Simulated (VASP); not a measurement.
VASP runs on LaP (a trial cell in the PtS structure, space group P4_2/mmc) share one base input (PBE GGA, plane waves, VASP's PBE PAW potentials (set 64)) and change the settings named in each case.

### POSCAR
```
LaP
1
    4.2739150000     0.0000000000     0.0000000000
    0.0000000000     4.2739150000     0.0000000000
    0.0000000000     0.0000000000     7.5255390000
La P
2 2
Direct
  0.0000000000   0.5000000000   0.0000000000
  0.5000000000   0.0000000000   0.5000000000
  0.0000000000   0.0000000000   0.2500000000
  0.0000000000   0.0000000000   0.7500000000
```

KPOINTS:
```
Automatic mesh
0
Gamma
5 5 3
0 0 0
```

**INCAR**
```
# general
SYSTEM  = LaP
PREC    = Accurate
ENCUT   = 400   # plane-wave cut-off (eV)
LREAL   = .FALSE.   # projection in real space or not
LASPH   = .TRUE.   # aspherical one-centre terms

# electronic loop
EDIFF   = 1E-6
NELM    = 100
ALGO    = Normal   # blocked Davidson
LMAXMIX = 6   # l cut-off of mixed one-centre charges

# smearing
ISMEAR  = 0   # Gaussian
SIGMA   = 0.05   # width (eV)

# functional
GGA     = PE

# ions
ISIF    = 2

# output
LWAVE   = .FALSE.
LCHARG  = .FALSE.
```

POTCAR, in this order: La P (PBE.64 set). Program: vasp_std.

```tsv
change	E(σ→0) (eV/atom)	−TS (eV)
base run	-5.8870	-0.0031
ISMEAR = 1, SIGMA = 0.1	-5.8870	0.0004
ISMEAR = -1	-5.8870	-0.0208
SIGMA = 0.5	-5.8868	-0.3082
ISMEAR = 1, SIGMA = 0.02	-5.8868	-0.0005
ISMEAR = 2, SIGMA = 0.5	-5.8862	0.0047
ISMEAR = 2	-5.8869	-0.0010
ISMEAR = -5, SIGMA removed	-5.8875	0.0000
ISMEAR = -4, SIGMA removed	___	0.0000
```

Some entries are withheld; supply them.

- ISMEAR = -4, SIGMA removed, E(σ→0) (eV/atom): -5.8781

Left out are runs that ran out of time, are held back, or changed the cell or the kind of run, fixed moments of cells without a moment, rows past the twelfth, gaps on odd meshes, pressures of charged cells and columns that move by less than the noise.

The structure was generated: LaP was put into the PtS type (P4_2/mmc), which need not be its known phase. The cell was not relaxed at this level.
